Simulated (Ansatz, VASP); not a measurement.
# YSiF2: VASP beside Ansatz

```xyz
4
Lattice="3.8307 0.0000 0.0000 -1.9154 3.3175 0.0000 0.0000 0.0000 6.2311" Properties=species:S:1:pos:R:3 pbc="T T T"
Y     0.0000    0.0000    3.1155
Si    0.0000    0.0000    0.0000
F     0.0000    2.2117    2.5733
F     1.9154    1.1058    3.6578
```

Change from the starting cell: species swapped into the Sn2PdAu type (P-3m1, No. 164).

Alike in both runs: functional PBE; k mesh 15 × 15 × 8; occupations gaussian, width 0.1 eV; no spin polarisation.

Ansatz relaxed the structure, and its values are those at the end. VASP's run is a single point on that final structure, the one shown.

|  | VASP | Ansatz |
| --- | --- | --- |
| version | VASP 6.6.1 | Ansatz 0.2.0 |
| potentials or method | VASP PAW PBE potentials, release 64 (Y_sv, Si, F) | scalar-relativistic, plane waves, PAW |
| plane-wave cutoff (eV) | 520 | 420 |
| valence electrons in the cell | 29 | 29 |

Ansatz gave:

| Quantity | Value |
| --- | --- |
| gap on the k mesh at the Fermi level (eV) | none |
| pressure (GPa) | 0.0 |

Question: Which values does VASP return?

Answer: gap on the k mesh at the Fermi level (eV): none; pressure (GPa): -0.1.

A gap of «none» marks a metal or a gap that the smearing closes.

Caveats: an odd number of electrons without spin polarisation forces a metal; a magnetic or distorted state may lie lower.
